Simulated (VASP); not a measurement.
Given:

```
CELL_PARAMETERS angstrom
      0.00000     3.14974     3.14974
      3.14974     0.00000     3.14974
      3.14974     3.14974     0.00000
ATOMIC_POSITIONS crystal
  Sn 0.00000 0.00000 0.00000
  Te 0.50000 0.50000 0.50000
```

Computed with AM05 GGA, VASP's PBE PAW potentials (set 64) (plane waves; VASP 6.6.1). Settings: 520 eV cut-off, 7×7×7 Γ-centred mesh, Gaussian smearing of 0.050 eV, potentials Sn_d Te.

Q: Give the energy at these volumes per atom, relative to the lowest: 29.36, 30.30, 31.23, 32.17, 33.11 Å³.

A: 17.7, 4.2, 0.0, 3.5, 13.7 meV/atom. A third-order Birch-Murnaghan fit gives B0 = 44.2 GPa and B0′ = 4.6.

Measured: bulk modulus 37.8 GPa (computed value off by +16.9 %), as given by Cormac Toher et al., Physical Review Materials (2017), arXiv:1611.05714; a 6.316 Å (computed value off by -0.3 %), as given by Ayanesh Maiti et al., Applied Physics Letters (2022), arXiv:2109.01420. The calculation is for a static lattice, while the measured bulk modulus, a hold thermal and zero-point effects, which are part of the difference.

The compound is SnTe in the rock salt structure, which distorts at low temperature. It was relaxed first.
